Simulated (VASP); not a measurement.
Computed with r2SCAN meta-GGA, VASP's PBE PAW potentials (set 64) (plane waves; VASP 6.6.1). For the first row: Numerical set-up: 520 eV cut-off, 10×10×5 Γ-centred mesh, Gaussian smearing of 0.050 eV, potentials B N.

```csv
system,energy (eV/atom)
BN (wurtzite),-9.5667
B atom,-1.1704
N atom,-4.4319
```

Atoms are spin-polarised in a large box without symmetry, with the spin fixed by Hund's rule, and may not be in the lowest state of each functional; no zero-point energy is added.

Task: What is the cohesive energy per atom of BN?

Result: The references average (2×(-1.1704) + 2×(-4.4319))/4 = -2.8011 eV, so the cohesive energy is -2.8011 − (-9.5667) = 6.766 eV/atom.
